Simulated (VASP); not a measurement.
Given:

```yaml
crystal:
  lattice:
    - [1.58330, -2.74236, 0.00000]
    - [1.58330, 2.74236, 0.00000]
    - [0.00000, 0.00000, 5.15270]
  atoms:
    - { symbol: Ga, position: [0.66667, 0.33333, 0.50008] }
    - { symbol: Ga, position: [0.33333, 0.66667, 0.00008] }
    - { symbol: N, position: [0.66667, 0.33333, 0.87692] }
    - { symbol: N, position: [0.33333, 0.66667, 0.37692] }
```

Level of theory: revTPSS meta-GGA, VASP's PBE PAW potentials (set 64) (plane waves; VASP). Run with 520 eV cut-off, 8×8×4 Γ-centred mesh, Gaussian smearing of 0.050 eV, potentials Ga_d N.

**Question.** Give the stress tensor in GPa (positive for a compressed cell).

**Answer.** 
```
6.20  0.00  0.00
0.00  6.20  0.00
0.00  0.00  6.22
```
The pressure is its mean diagonal, 6.21 GPa.

The compound is GaN in the wurtzite structure. This cell is one point of a volume scan, at 0.97 of the reference volume.
